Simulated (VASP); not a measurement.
Calculation: PBE GGA, VASP's PBE PAW potentials (set 64) (plane waves; VASP).

VASP input:

File KPOINTS:
```
Automatic mesh
0
Gamma
6 6 6
0 0 0
```

File POSCAR:
```
KMgF3
1.0
  4.0844149400   0.0000000000   0.0000000000
  0.0000000000   4.0844149400   0.0000000000
  0.0000000000   0.0000000000   4.0844149400
K Mg F
1 1 3
direct
  0.0000000000   0.0000000000   0.0000000000
  0.5000000000   0.5000000000   0.5000000000
  0.5000000000   0.0000000000   0.5000000000
  0.0000000000   0.5000000000   0.5000000000
  0.5000000000   0.5000000000   0.0000000000
```

INCAR:
```
LCHARG = .FALSE.
SYSTEM = KMgF3
LWAVE = .FALSE.
EDIFF = 1E-7
ENCUT = 520   # plane-wave cut-off (eV)
LASPH = .TRUE.   # aspherical one-centre terms
SIGMA = 0.05
LREAL = .FALSE.   # projection in real space or not
PREC = Accurate
ISMEAR = 0
GGA = PE
ALGO = Normal
NELM = 100
ISIF = 2
```

POTCAR, in this order: K_sv Mg F (PBE.64 set). Program: vasp_std.

Q: What will the output report for the number of irreducible k-points (NKPTS), largest plane-wave count, number of space-group operations, FFT grid (NGX, NGY, NGZ)?

A: 
```yaml
number of irreducible k-points (NKPTS): 20
largest_plane_wave_count: 1856
number_of_space_group_operations: 48
FFT grid (NGX, NGY, NGZ): 30 × 30 × 30
```

The compound is KMgF3 in the cubic perovskite structure. This cell is one point of a volume scan, at 1.03 of the reference volume.
